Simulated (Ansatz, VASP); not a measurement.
ScF3 in VASP and in Ansatz

```
Sc F
1.0
     4.05257    0.00000    0.00000
     0.00000    4.05257    0.00000
     0.00000    0.00000    4.01245
Sc F
1 3
Direct
  0.00000 0.00000 0.00000
  0.50000 0.00000 0.00000
  0.00000 0.50000 0.00000
  0.00000 0.00000 0.50000
```

Change from the starting cell: equal xx and yy strain of +1 %, crystal datasets.

Alike in both runs: task electric field gradients; functional LDA; k mesh 6 × 6 × 6; occupations fermi-dirac, width 0.02 eV; no spin polarisation.

|  | VASP | Ansatz |
| --- | --- | --- |
| version | VASP 6.6.1 | Ansatz 0.2.0 |
| potentials or method | VASP PAW LDA potentials, release 64 (Sc_sv, F), cutoff 520 eV | all-electron PAW with datasets made for the crystal, scalar-relativistic |

```csv
,VASP,Ansatz,Ansatz less VASP
gap on the k mesh at the Fermi level (eV),6.05,6.07,+0.026
pressure (GPa),-4.1,-4.7,-0.54
largest component of the traceless stress (GPa),1.51,1.46,-0.044
Vzz of the field gradient on the site that differs most (V/Å²),56.3,57.5,+1.19
```

Ansatz ran all-electron here, so the differences hold the error of VASP's frozen core and of both bases.

A k mesh can miss the band edges.
